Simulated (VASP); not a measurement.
Consider the following.

```yaml
crystal:
  lattice:
    - [0.00000, 2.72792, 2.72792]
    - [2.72792, 0.00000, 2.72792]
    - [2.72792, 2.72792, 0.00000]
  atoms:
    - { symbol: Mg, position: [0.00000, 0.00000, 0.00000] }
    - { symbol: Se, position: [0.50000, 0.50000, 0.50000] }
```

Level of theory: AM05 GGA, VASP's PBE PAW potentials (set 64) (plane waves; VASP). Settings: 520 eV cut-off, Gaussian smearing of 0.050 eV, potentials Mg Se.

Give the energies of bands 2 to 7 at the high-symmetry points, in eV from the valence-band maximum.

```json
[
 {"band": "2", "Γ": "0.00", "X": "-4.29", "U": "-3.80", "L": "-4.96", "W": "-3.34"},
 {"band": "3", "Γ": "0.00", "X": "-1.79", "U": "-3.35", "L": "-0.59", "W": "-3.34"},
 {"band": "4", "Γ": "0.00", "X": "-1.79", "U": "-1.44", "L": "-0.59", "W": "-2.56"},
 {"band": "5", "Γ": "2.52", "X": "1.80", "U": "3.02", "L": "3.72", "W": "4.54"},
 {"band": "6", "Γ": "7.35", "X": "3.86", "U": "6.21", "L": "6.06", "W": "6.93"},
 {"band": "7", "Γ": "7.35", "X": "11.62", "U": "8.90", "L": "6.06", "W": "7.48"}
]
```

The gap is indirect, 1.80 eV, from the valence maximum at Γ to the conduction minimum at X.

The compound is MgSe in the rock salt structure. It was relaxed first.
